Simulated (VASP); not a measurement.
An input for Quantum ESPRESSO's pw.x (written as the equivalent of a VASP run, and not itself run):

```
&CONTROL
  calculation = 'vc-relax'
  pseudo_dir = './pseudo'
  outdir = './out'
  tprnfor = .true.
  tstress = .true.
  nstep = 40
  forc_conv_thr = 0.00078
/
&SYSTEM
  ibrav = 0
  nat = 2
  ntyp = 2
  ecutwfc = 58
  occupations = 'smearing'
  smearing = 'gaussian'
  degauss = 0.003675
  input_dft = 'pbe'
/
&ELECTRONS
  conv_thr = 7.3e-08
  electron_maxstep = 100
/
&IONS
/
&CELL
  press = 50
/
ATOMIC_SPECIES
  Cs 132.905 Cs.upf
  Cl 35.450 Cl.upf
CELL_PARAMETERS angstrom
     4.2090082    0.0000000    0.0000000
     0.0000000    4.2090082    0.0000000
     0.0000000    0.0000000    4.2090082
ATOMIC_POSITIONS crystal
  Cs   0.0000000  0.0000000  0.0000000
  Cl   0.5000000  0.5000000  0.5000000
K_POINTS automatic
  6 6 6 0 0 0
```

Task: Translate this input to VASP (INCAR, KPOINTS, POSCAR, choice of POTCAR).

Result: One answer among several that fit: 
**POSCAR**
```
CsCl
1.0
  4.2090081579   0.0000000000   0.0000000000
  0.0000000000   4.2090081579   0.0000000000
  0.0000000000   0.0000000000   4.2090081579
Cs Cl
1 1
Cartesian
  0.0000000000   0.0000000000   0.0000000000
  2.1045040789   2.1045040789   2.1045040789
```

File KPOINTS:
```
Automatic mesh
0
Gamma
6 6 6
0 0 0
```

### INCAR
```
SYSTEM = CsCl
PREC = Accurate
ENCUT = 500
EDIFF = 1E-6
NELM = 100
ALGO = Normal
LREAL = .FALSE.
LASPH = .TRUE.
ISMEAR = 0
SIGMA = 0.05
GGA = PE
LMAXMIX = 4
LWAVE = .FALSE.
LCHARG = .FALSE.
IBRION = 2
ISIF = 3
NSW = 40
EDIFFG = -0.02
PSTRESS = 50
```

POTCAR, in this order: Cs_sv Cl (PBE.64 set). Program: vasp_std.

What does not carry over: the potentials are each code's own (VASP's PAW set, PseudoDojo norm-conserving files in pw.x), so ENCUT and ecutwfc are chosen apart and not converted; conv_thr bounds pw.x's estimated SCF error, while EDIFF bounds the energy change between steps; forc_conv_thr acts on force components and is met together with etot_conv_thr.

The compound is CsCl in the CsCl type structure. This run relaxes it under an external pressure of 5 GPa. Symmetry was kept, so distortions that lower it aren't found.
